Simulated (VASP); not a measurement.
The input files of a VASP run:

**INCAR**
```
SYSTEM = LuAu2
PREC = Accurate
ENCUT = 300
EDIFF = 1E-6
NELM = 100
ALGO = Normal
LREAL = .FALSE.
LASPH = .TRUE.
ISMEAR = 0
SIGMA = 0.2
GGA = PS
LMAXMIX = 6
LWAVE = .FALSE.
LCHARG = .FALSE.
ISIF = 2
```

File POSCAR:
```
LuAu2
1
   -1.8224700000     1.8224700000     4.4487050000
    1.8224700000    -1.8224700000     4.4487050000
    1.8224700000     1.8224700000    -4.4487050000
Lu Au
1 2
Direct
 -0.0086210000  -0.0070590000  -0.0074740000
  0.6879730000   0.6604640000   0.0196270000
  0.3206470000   0.3465950000  -0.0121530000
```

### KPOINTS
```
Automatic
0
G
  10 10 10
```

POTCAR, in this order: Lu_3 Au (PBE.64 set). Program: vasp_std.

Question: Translate this PBEsol calculation to Quantum ESPRESSO's pw.x.

Answer: One equivalent input (not run):
```
&CONTROL
  calculation = 'scf'
  pseudo_dir = './pseudo'
  outdir = './out'
  tprnfor = .true.
  tstress = .true.
/
&SYSTEM
  ibrav = 0
  nat = 3
  ntyp = 2
  ecutwfc = 100
  occupations = 'smearing'
  smearing = 'gaussian'
  degauss = 0.0147
  input_dft = 'pbesol'
/
&ELECTRONS
  conv_thr = 7.3e-08
  electron_maxstep = 100
/
ATOMIC_SPECIES
  Lu 174.967 Lu.upf
  Au 196.967 Au.upf
CELL_PARAMETERS angstrom
    -1.8224700    1.8224700    4.4487050
     1.8224700   -1.8224700    4.4487050
     1.8224700    1.8224700   -4.4487050
ATOMIC_POSITIONS crystal
  Lu  -0.0086210 -0.0070590 -0.0074740
  Au   0.6879730  0.6604640  0.0196270
  Au   0.3206470  0.3465950 -0.0121530
K_POINTS automatic
  10 10 10 0 0 0
```
The two are equivalent in intent, not identical: the potentials are each code's own (VASP's PAW set, PseudoDojo norm-conserving files in pw.x), so ENCUT and ecutwfc are chosen apart and not converted; conv_thr bounds pw.x's estimated SCF error, while EDIFF bounds the energy change between steps.

The structure comes from a computed database's LuAu2 entry (I4/mmm); how it stands against other phases isn't given here. The cell was not relaxed at this level, atoms are displaced from their ideal sites.
